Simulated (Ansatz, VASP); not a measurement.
# One calculation of Cu3TeAs3, two programs

The input INCAR:

```
PREC = Accurate
ENCUT = 600
EDIFF = 1E-7
ISMEAR = 0
SIGMA = 0.1
LREAL = F
LASPH = T
NELM = 100
ALGO = Normal
ISIF = 3
LWAVE = F
LCHARG = F
GGA = PE
IBRION = 2
NSW = 100
EDIFFG = -0.01
```

The input KPOINTS:

```
regular mesh
0
Gamma
  8 8 8
```

Contents of POSCAR:

```
Cu3TeAs3
1.0
    5.1462749224      0.0000000000      0.0000000000
    0.0000000000      5.1462749224      0.0000000000
    0.0000000000      0.0000000000      5.1462749224
Cu Te As
3 1 3
Direct
    0.5000000000      0.5000000000      0.0000000000
    0.0000000000      0.5000000000      0.5000000000
    0.5000000000      0.0000000000      0.5000000000
    0.5000000000      0.5000000000      0.5000000000
    0.5000000000      0.0000000000      0.0000000000
    0.0000000000      0.5000000000      0.0000000000
    0.0000000000      0.0000000000      0.5000000000
```

Input for Ansatz:

```yaml
crystal:
  lattice:
    - [5.1462749224, 0.0, 0.0]
    - [0.0, 5.1462749224, 0.0]
    - [0.0, 0.0, 5.1462749224]
  atoms:
    - { symbol: Cu, position: [0.5, 0.5, 0.0] }
    - { symbol: Cu, position: [0.0, 0.5, 0.5] }
    - { symbol: Cu, position: [0.5, 0.0, 0.5] }
    - { symbol: Te, position: [0.5, 0.5, 0.5] }
    - { symbol: As, position: [0.5, 0.0, 0.0] }
    - { symbol: As, position: [0.0, 0.5, 0.0] }
    - { symbol: As, position: [0.0, 0.0, 0.5] }
basis:
  ecutwfc: 420
kpoints:
  mp_grid: { grid: [8, 8, 8] }
hamiltonian:
  xc: pbe
scf:
  occupations: { method: gaussian, width: 0.1 }
output:
  forces: true
  stress: true
  eigenvalues: true
  write_density: true
  write_potential: true
  elf: true
  volumetric_format: npy
relax:
  adjacent_minimum: "off"
  f_tol: 0.01
  max_steps: 80
  cell: { stress_tol: 0.05 }
```

Change from the starting cell: species swapped into the Ce3GaBr3 type (Pm-3m, No. 221).

Alike in both runs: task relaxation of cell and atoms; functional PBE; k mesh 8 × 8 × 8; occupations gaussian, width 0.1 eV; no spin polarisation.

|  | VASP | Ansatz |
| --- | --- | --- |
| version | VASP 6.6.1 | Ansatz 0.2.0 |
| potentials or method | VASP PAW PBE potentials, release 64 (Cu, Te, As) | scalar-relativistic, plane waves, PAW |
| plane-wave cutoff (eV) | 600 | 420 |
| valence electrons in the cell | 54 | 118 |

```csv
,VASP,Ansatz,Ansatz less VASP
"gap on the k mesh at the Fermi level, each at its own relaxed structure (eV)",none,none,-
relaxed volume (Å³/atom),19.40,19.37,-0.026
relaxed cell length with the largest relative difference (Å),5.140,5.137,-0.0023
```

A gap of «none» marks a metal or a gap that the smearing closes. The two sets of potentials don't hold the same shells in valence.

The runs have no spin-orbit coupling, so splittings on Te are missing.
